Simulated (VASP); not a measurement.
A VASP calculation is set up with these files.

KPOINTS:
```
Automatic mesh
0
Gamma
5 5 5
0 0 0
```

**POSCAR**
```
As
1
    3.6067570000    -1.8424000000     0.0000000000
    3.6067570000     1.8424000000     0.0000000000
    2.6656240000     0.0000000000     3.0491940000
As
2
Direct
  0.2144820000   0.2286300000   0.2326630000
  0.7855180000   0.7713700000   0.7673370000
```

**INCAR**
```
SYSTEM = As
PREC = Accurate; ENCUT = 300; LREAL = F
LASPH = T
EDIFF = 1E-6; NELM = 100; ALGO = Normal
LMAXMIX = 4
ISMEAR = 0; SIGMA = 0.2
GGA = PE
ISIF = 2
LWAVE = F; LCHARG = F
```

POTCAR, in this order: As (PBE.64 set). Program: vasp_std.

Problem. Write an equivalent input for Ansatz.

Solution. One equivalent input (not run):
Ansatz 0.2 input:
```yaml
crystal:
  lattice:
    - [3.6067570, -1.8424000, 0.0000000]
    - [3.6067570, 1.8424000, 0.0000000]
    - [2.6656240, 0.0000000, 3.0491940]
  atoms:
    - { symbol: As, position: [0.2144820, 0.2286300, 0.2326630] }
    - { symbol: As, position: [0.7855180, 0.7713700, 0.7673370] }
kpoints:
  mp_grid: { grid: [5, 5, 5] }
hamiltonian:
  xc: pbe
  pseudopotentials: { kind: paw }
scf:
  occupations: { method: gaussian, width: 0.2 }
  max_iter: 100
output: { forces: true, stress: true, eigenvalues: true }
```
The two are equivalent in intent, not identical: each code has its own PAW files, so the cut-off isn't converted (ENCUT is set for VASP's; basis.ecutwfc is left out, and Ansatz then takes the one that its files recommend); Ansatz stops its SCF on the density residual and VASP on the energy change (EDIFF).

The structure is a typed As crystal. The cell was not relaxed at this level, atoms are displaced from their ideal sites. The k-mesh is coarse (spacing up to 0.41 per Å, 2π included), so the numbers may not be converged in it.
